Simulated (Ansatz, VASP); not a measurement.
# P: VASP beside Ansatz, part 2 of 2

Wanted: the spread between two codes on one cell, functional and k mesh. The cell is taken from a series of runs on this material, whose earlier steps may have relaxed, scaled, displaced or heated it; both programs get it as it stands.

VASP 6.6.1 and Ansatz 0.2.0.

So far: The structure; Ansatz: zone-centre phonons, PBE with D3(BJ).

## Step 3: VASP: zone-centre phonons, PBE with D3(BJ)

Level of this step: PBE with D3(BJ); plane waves and PAW (P) (VASP).

The same cell, functional, mesh and smearing now go to VASP, with its own data sets.

Lines of VASP's logs that name or quote its potential files are left out, and so is its time.

File INCAR:

```
SYSTEM = P
PREC = Accurate
ENCUT = 500
EDIFF = 1E-08
NELM = 120
ISMEAR = 1
SIGMA = 0.2
LREAL = .FALSE.
ALGO = Normal
GGA = PE
IVDW = 12
NBANDS = 16
LORBIT = 11
LWAVE = .FALSE.
LCHARG = .FALSE.
ISIF = 2
IBRION = 6
NFREE = 2
POTIM = 0.015
NSW = 1
LASPH = .TRUE.
GGA_COMPAT = .FALSE.
KPAR = 2
```

File POSCAR:

```
P
1.0
    1.5947317832     -4.8943583054      0.0000000000
    1.5947317832      4.8943583054      0.0000000000
    0.0000000000      0.0000000000      4.3280349588
P
4
Direct
    0.8903264729      0.1096735271      0.0753303228
    0.6096735271      0.3903264729      0.5753303228
    0.1096735271      0.8903264729      0.9246696772
    0.3903264729      0.6096735271      0.4246696772
```

File KPOINTS:

```
Automatic mesh
0
Gamma
16 16 12
0 0 0
```

PAW data sets: P (PBE family, release 64).

The run is started by

```
> mpirun -np 2 vasp_std
```

Numbers of over 12 decimals in the logs are rounded to 6 here.

What it wrote:

```text
[banner, memory and clock lines left out]
running    2 mpi-ranks, on    1 nodes
 distrk:  each k-point on    1 cores,    2 groups
 distr:  one band on    1 cores,    1 groups

 POSCAR found type information on POSCAR P
 POSCAR found :  1 types and       4 ions
 LDA part: xc-table for (Slater+PW92), standard interpolation
 POSCAR, INCAR and KPOINTS ok, starting setup
 FFT: planning ... GRIDC
 FFT: planning ... GRID_SOFT
 FFT: planning ... GRID
 WAVECAR not read
 entering main loop
       N       E                     dE             d eps       ncg     rms          rms(c)
DAV:   1     0.562537981371E+02    0.56254E+02   -0.84128E+03 16352   0.104E+03
DAV:   2    -0.183206328481E+02   -0.74574E+02   -0.72093E+02 22304   0.161E+02
DAV:   3    -0.213646518328E+02   -0.30440E+01   -0.30274E+01 22400   0.345E+01
DAV:   4    -0.213926593835E+02   -0.28008E-01   -0.27996E-01 20480   0.399E+00
DAV:   5    -0.213931081306E+02   -0.44875E-03   -0.44873E-03 22624   0.461E-01    0.109E+01
DAV:   6    -0.212644006128E+02    0.12871E+00   -0.90292E-02 20008   0.173E+00    0.640E+00
DAV:   7    -0.212182691499E+02    0.46131E-01   -0.13976E-01 21344   0.218E+00    0.414E-01
DAV:   8    -0.212173488256E+02    0.92032E-03   -0.19154E-02 18976   0.879E-01    0.212E-01
DAV:   9    -0.212174274673E+02   -0.78642E-04   -0.66197E-04 21712   0.173E-01    0.941E-02
DAV:  10    -0.212174279939E+02   -0.52665E-06   -0.10497E-04 20896   0.613E-02    0.372E-02
DAV:  11    -0.212174337412E+02   -0.57473E-05   -0.13864E-05 20584   0.280E-02    0.158E-02
DAV:  12    -0.212174338101E+02   -0.68974E-07   -0.26389E-07 21728   0.343E-03    0.792E-03
DAV:  13    -0.212174338049E+02    0.52917E-08   -0.33294E-07 19968   0.378E-03    0.264E-03
DAV:  14    -0.212174338318E+02   -0.26976E-07   -0.36492E-08 18800   0.124E-03    0.382E-04
DAV:  15    -0.212174338362E+02   -0.43603E-08   -0.19783E-09 10472   0.316E-04
   1 F= -.22878883E+02 E0= -.22879082E+02  d E =0.595896E-03
[...]
2 F= -.22877546E+02 E0= -.22877744E+02  d E =0.594922E-03
[...]
3 F= -.22877546E+02 E0= -.22877744E+02  d E =0.594925E-03
[...]
4 F= -.22877133E+02 E0= -.22877333E+02  d E =0.600223E-03
[...]
5 F= -.22878493E+02 E0= -.22878693E+02  d E =0.600475E-03
[...]
6 F= -.22878085E+02 E0= -.22878306E+02  d E =0.663082E-03
 Finite differences progress:
  Degree of freedom:   3/  3
  Displacement:        1/  2
  Total:               5/  6
 bond charge predicted
       N       E                     dE             d eps       ncg     rms          rms(c)
DAV:   1    -0.212135954260E+02    0.30587E-02   -0.35796E-01 27640   0.330E+00    0.384E-01
DAV:   2    -0.212151504813E+02   -0.15551E-02   -0.17768E-02 37728   0.852E-01    0.101E-01
DAV:   3    -0.212150872960E+02    0.63185E-04   -0.29899E-04 31688   0.120E-01    0.582E-02
DAV:   4    -0.212150795905E+02    0.77055E-05   -0.76860E-05 36520   0.521E-02    0.320E-02
DAV:   5    -0.212150796303E+02   -0.39854E-07   -0.64282E-06 33280   0.162E-02    0.165E-02
DAV:   6    -0.212150794179E+02    0.21240E-06   -0.11729E-06 35168   0.645E-03    0.433E-03
DAV:   7    -0.212150794805E+02   -0.62609E-07   -0.24759E-07 35512   0.282E-03    0.845E-04
DAV:   8    -0.212150795084E+02   -0.27847E-07   -0.10137E-08 18472   0.655E-04    0.342E-04
DAV:   9    -0.212150795208E+02   -0.12417E-07   -0.17138E-09 16376   0.286E-04    0.149E-04
DAV:  10    -0.212150795248E+02   -0.40066E-08   -0.35260E-10 15616   0.148E-04
   7 F= -.22876540E+02 E0= -.22876712E+02  d E =0.516677E-03
 Finite differences progress:
  Degree of freedom:   3/  3
  Displacement:        2/  2
  Total:               6/  6
```

OUTCAR, selected parts (step 3):

```text
ion  position               nearest neighbor table
   1  0.890  0.110  0.075-   4 2.20   4 2.20   3 2.24
   2  0.610  0.390  0.575-   3 2.20   3 2.20   4 2.24
   3  0.110  0.890  0.925-   2 2.20   2 2.20   1 2.24
   4  0.390  0.610  0.425-   1 2.20   1 2.20   2 2.24

  LATTYP: Found a base centered orthorhombic cell.
 ALAT       =     3.1894635664
 B/A-ratio  =     3.0690793003
 C/A-ratio  =     1.3569789617

 Subroutine GETGRP returns: Found  8 space group operations
 (whereof  4 operations were pure point group operations)

The static configuration has the point symmetry C_2h.
 The point group associated with its full space group is D_2h.

 Found    511 irreducible k-points:

   k-points           NKPTS =    511   k-points in BZ     NKDIM =    511   number of bands    NBANDS=     16

   dimension x,y,z NGX =    40 NGY =   40 NGZ =   32
   dimension x,y,z NGXF=    80 NGYF=   80 NGZF=   64

   ENCUT  =  500.0 eV  36.75 Ry    6.06 a.u.   9.39  9.39  7.89*2*pi/ulx,y,z

   NELECT =      20.0000    total number of electrons

 k-points in reciprocal lattice and weights: Automatic mesh
   0.00000000  0.00000000  0.00000000       0.000
   0.06250000  0.00000000  0.00000000       0.001
   0.12500000  0.00000000  0.00000000       0.001
   0.18750000  0.00000000  0.00000000       0.001
   0.25000000  0.00000000  0.00000000       0.001
   0.31250000  0.00000000  0.00000000       0.001
   0.37500000  0.00000000  0.00000000       0.001
   0.43750000  0.00000000  0.00000000       0.001
   0.50000000  0.00000000  0.00000000       0.001
[...]
15      13.0172      0.00000
    ...

 k-point     3 :       0.1250    0.0000    0.0000
  band No.  band energies     occupation
    ...
      6       2.9335      2.00000
      7       3.4204      2.00000
      8       4.8654      2.00000
      9       4.9981      2.00000
     10       6.3250      2.00000
     11       8.7455     -0.00000
     12      10.5133     -0.00000
     13      11.2353     -0.00000
     14      11.8200     -0.00000
     15      12.2464      0.00000
    ...

 k-point     4 :       0.1875    0.0000    0.0000
  band No.  band energies     occupation
    ...
      6       2.7228      2.00000
      7       3.1194      2.00000
      8       4.7468      2.00000
      9       4.9592      2.00000
     10       6.5347      2.00000
     11       8.9529     -0.00000
     12       9.7695     -0.00000
     13      11.2799     -0.00000
     14      11.3790     -0.00000
     15      12.3711      0.00000
    ...

 k-point     5 :       0.2500    0.0000    0.0000
  band No.  band energies     occupation
    ...
      6       2.1993      2.00000
      7       3.4419      2.00000
      8       4.6851      2.00000
      9       5.0692      2.00000
     10       6.6072      2.00000
     11       8.5781     -0.00002
     12       9.7499     -0.00000
     13      10.3469     -0.00000
     14      10.5521     -0.00000
     15      11.5612     -0.00000
    ...

 Edisp (eV)   -1.66146

  Total       2.74884     1.49440    -0.41929     0.00000     0.08465     0.00000
  in kB      65.18632    35.43833    -9.94299     0.00000     2.00731     0.00000
  external pressure =       30.23 kB  Pullay stress =        0.00 kB

  energy-cutoff  :      500.00
  volume of cell :       67.56
      direct lattice vectors                 reciprocal lattice vectors
     1.594731783 -4.894358305  0.000000000     0.313532348 -0.102158438  0.000000000
     1.594731783  4.894358305  0.000000000     0.313532348  0.102158438  0.000000000
     0.000000000  0.000000000  4.328034959     0.000000000  0.000000000  0.231051738

 POSITION                                       TOTAL-FORCE (eV/Angst)
 -----------------------------------------------------------------------------------
      1.59473     -3.82080      0.31103         0.000000     -0.039105      0.258253
      1.59473     -1.07356      2.49005         0.000000      0.032627      0.020360
      1.59473      3.82080      4.00200         0.000000      0.039290     -0.062866
      1.59473      1.07356      1.83799         0.000000     -0.032812     -0.215747
 -----------------------------------------------------------------------------------
    total drift:                               -0.000000      0.000008      0.000013

  FREE ENERGIE OF THE ION-ELECTRON SYSTEM (eV)
  ---------------------------------------------------
  free  energy   TOTEN  =       -22.8765396273 eV

  energy  without entropy=      -22.8770563039  energy(sigma->0) =      -22.87671185

 Eigenvectors and eigenvalues of the dynamical matrix
 ----------------------------------------------------

   1 f  =   14.454485 THz    90.820210 2PiTHz  482.149732 cm-1    59.778921 meV
             X         Y         Z           dx          dy          dz
      1.594732 -3.820795  0.326032    -0.000000   -0.000001   -0.500000
      1.594732 -1.073563  2.490050    -0.000000   -0.000001    0.500000
      1.594732  3.820795  4.002003     0.000000   -0.000001   -0.500000
      1.594732  1.073563  1.837985     0.000000   -0.000001    0.500000

   2 f  =   13.937031 THz    87.568949 2PiTHz  464.889317 cm-1    57.638903 meV
             X         Y         Z           dx          dy          dz
      1.594732 -3.820795  0.326032    -0.000000    0.158624    0.474171
      1.594732 -1.073563  2.490050    -0.000000   -0.158624    0.474171
      1.594732  3.820795  4.002003     0.000000   -0.158624   -0.474171
      1.594732  1.073563  1.837985     0.000000    0.158624   -0.474171

   3 f  =   13.376731 THz    84.048481 2PiTHz  446.199724 cm-1    55.321690 meV
             X         Y         Z           dx          dy          dz
      1.594732 -3.820795  0.326032    -0.500000   -0.000000   -0.000000
      1.594732 -1.073563  2.490050    -0.500000    0.000000   -0.000000
      1.594732  3.820795  4.002003     0.500000    0.000000    0.000000
      1.594732  1.073563  1.837985     0.500000   -0.000000    0.000000

   4 f  =   13.010908 THz    81.749948 2PiTHz  433.997186 cm-1    53.808769 meV
             X         Y         Z           dx          dy          dz
      1.594732 -3.820795  0.326032    -0.500000    0.000000   -0.000000
      1.594732 -1.073563  2.490050     0.500000    0.000000   -0.000000
      1.594732  3.820795  4.002003    -0.500000   -0.000000    0.000000
      1.594732  1.073563  1.837985     0.500000   -0.000000    0.000000

   5 f  =   12.397638 THz    77.896655 2PiTHz  413.540680 cm-1    51.272487 meV
             X         Y         Z           dx          dy          dz
      1.594732 -3.820795  0.326032    -0.000000   -0.498958    0.032269
      1.594732 -1.073563  2.490050     0.000000   -0.498958   -0.032269
      1.594732  3.820795  4.002003    -0.000000    0.498958   -0.032269
      1.594732  1.073563  1.837985     0.000000    0.498958    0.032269

   6 f  =   11.026275 THz    69.280130 2PiTHz  367.796948 cm-1    45.600989 meV
             X         Y         Z           dx          dy          dz
      1.594732 -3.820795  0.326032    -0.000000    0.474171   -0.158624
      1.594732 -1.073563  2.490050    -0.000000   -0.474171   -0.158624
      1.594732  3.820795  4.002003     0.000000   -0.474171    0.158624
      1.594732  1.073563  1.837985     0.000000    0.474171    0.158624

   7 f  =    6.664489 THz    41.874222 2PiTHz  222.303437 cm-1    27.562101 meV
             X         Y         Z           dx          dy          dz
      1.594732 -3.820795  0.326032    -0.000000    0.032269    0.498958
      1.594732 -1.073563  2.490050     0.000000    0.032269   -0.498958
      1.594732  3.820795  4.002003     0.000000   -0.032269   -0.498958
      1.594732  1.073563  1.837985    -0.000000   -0.032269    0.498958

   8 f  =    5.181124 THz    32.553960 2PiTHz  172.823685 cm-1    21.427396 meV
             X         Y         Z           dx          dy          dz
      1.594732 -3.820795  0.326032    -0.500000    0.000000   -0.000000
      1.594732 -1.073563  2.490050     0.500000   -0.000000    0.000000
      1.594732  3.820795  4.002003     0.500000    0.000000   -0.000000
      1.594732  1.073563  1.837985    -0.500000   -0.000000   -0.000000

   9 f  =    4.275978 THz    26.866760 2PiTHz  142.631261 cm-1    17.684015 meV
             X         Y         Z           dx          dy          dz
      1.594732 -3.820795  0.326032     0.000000    0.500000    0.000036
      1.594732 -1.073563  2.490050    -0.000000   -0.500000    0.000036
      1.594732  3.820795  4.002003    -0.000000    0.500000    0.000036
      1.594732  1.073563  1.837985     0.000000   -0.500000    0.000036

  10 f  =    0.000000 THz     0.000000 2PiTHz    0.000002 cm-1     0.000000 meV
             X         Y         Z           dx          dy          dz
      1.594732 -3.820795  0.326032     0.500000   -0.000000    0.000000
      1.594732 -1.073563  2.490050     0.500000   -0.000000    0.000000
      1.594732  3.820795  4.002003     0.500000   -0.000000    0.000000
      1.594732  1.073563  1.837985     0.500000   -0.000000    0.000000

  11 f/i=    0.000043 THz     0.000268 2PiTHz    0.001424 cm-1     0.000177 meV
             X         Y         Z           dx          dy          dz
      1.594732 -3.820795  0.326032    -0.000000   -0.500000    0.000001
      1.594732 -1.073563  2.490050    -0.000000   -0.500000   -0.000001
      1.594732  3.820795  4.002003    -0.000000   -0.500000    0.000001
      1.594732  1.073563  1.837985    -0.000000   -0.500000   -0.000001

  12 f/i=    0.000310 THz     0.001948 2PiTHz    0.010341 cm-1     0.001282 meV
             X         Y         Z           dx          dy          dz
      1.594732 -3.820795  0.326032     0.000000    0.000036   -0.500000
      1.594732 -1.073563  2.490050     0.000000   -0.000036   -0.500000
      1.594732  3.820795  4.002003     0.000000    0.000036   -0.500000
      1.594732  1.073563  1.837985     0.000000   -0.000036   -0.500000

 ELASTIC MODULI CONTR FROM IONIC RELAXATION (kBar)
 Direction    XX          YY          ZZ          XY          YZ          ZX
 --------------------------------------------------------------------------------
 XX        -186.3966   -183.5313   -438.0004      0.0000      0.0000     -0.0000
 YY        -183.5313  -1077.4801   -252.3505      0.0000      0.0000     -0.0000
 ZZ        -438.0004   -252.3505  -1064.9230      0.0000      0.0000     -0.0000
 XY           0.0000      0.0000      0.0000   -337.4667      0.0000     -0.0000
 YZ           0.0000      0.0000      0.0000      0.0000   -536.3187      0.0000
 ZX          -0.0000     -0.0000     -0.0000     -0.0000      0.0000   -725.2024
 --------------------------------------------------------------------------------

 total charge
# of ion       s       p       d       tot
------------------------------------------
    1        1.087   1.387   0.000   2.474
    2        1.087   1.387   0.000   2.474
    3        1.087   1.387   0.000   2.474
    4        1.087   1.387   0.000   2.474
--------------------------------------------------
tot          4.346   5.548   0.000   9.894

[... 1 further part left out ...]
```

CONTCAR:

```
P
   1.00000000000000
     1.5947317832000001   -4.8943583053999999    0.0000000000000000
     1.5947317832000001    4.8943583053999999    0.0000000000000000
     0.0000000000000000    0.0000000000000000    4.3280349588000000
  P
     4
Direct
     0.8903264729000002    0.1096735271000001    0.0718645467277656
     0.6096735271000000    0.3903264729000000    0.5753303227999993
     0.1096735271000000    0.8903264729000000    0.9246696772000007
     0.3903264729000000    0.6096735271000000    0.4246696772000007
```

Levels, forces or a CONTCAR printed for this step are those of its last displaced cell, not of the structure at rest.

## Step 4: Comparison

Known differences besides the potentials themselves: the cutoff is 420 eV in Ansatz and 500 eV in VASP; Ansatz takes the dispersion share of the force constants at frozen C6 weights, VASP differentiates the full forces; VASP uses finite displacements, Ansatz perturbation theory. Total energies have different zeros and are not compared.

Compared:

| quantity | Ansatz | VASP | difference |
| --- | --- | --- | --- |
| optical mode 1 (cm⁻¹) | 140.4 | 142.6 | -1.54 % |
| optical mode 2 (cm⁻¹) | 171.1 | 172.8 | -0.98 % |
| optical mode 3 (cm⁻¹) | 221.9 | 222.3 | -0.20 % |
| optical mode 4 (cm⁻¹) | 369.1 | 367.8 | +0.36 % |
| optical mode 5 (cm⁻¹) | 413.4 | 413.5 | -0.03 % |
| optical mode 6 (cm⁻¹) | 436.1 | 434.0 | +0.47 % |
| optical mode 7 (cm⁻¹) | 447.9 | 446.2 | +0.37 % |
| optical mode 8 (cm⁻¹) | 467.4 | 464.9 | +0.55 % |
| optical mode 9 (cm⁻¹) | 483.8 | 482.1 | +0.35 % |

Modes are paired by rising frequency, not by their patterns, so a pair may set unlike modes beside each other; they are those without the splitting of longitudinal modes.

## Step 5: Summary of results

| Item | Value |
| --- | --- |
| r.m.s. difference of the optical zone-centre modes, each program's sorted by frequency (zone-centre phonons, PBE with D3(BJ)) | 1.7 cm⁻¹ |
| difference in optical mode 1 (zone-centre phonons, PBE with D3(BJ)) | -1.5 % |

What this shows: The r.m.s. difference of the optical zone-centre modes, each program's sorted by frequency is 1.7 cm⁻¹ (zone-centre phonons, PBE with D3(BJ)). Among the rows given in per cent, the largest difference of the zone-centre phonons, PBE with D3(BJ) pair is in optical mode 1, -1.5 %. Such differences can come from data sets, numerical settings and the points named under the comparisons, not from the functional's error against experiment.

[Lines on the potential files, build, host, timing and source positions are cut from VASP's logs without a mark.]

[Logs are printed without paths, hosts, clocks, repeated set-up lines and the standing remarks that a program may print on its own settings, such as how far it seeks lower states.]

[Hosts, paths, dates, database ids (printed as entryN), source tags and the programs' standing remarks are cut or masked in the printed files.]
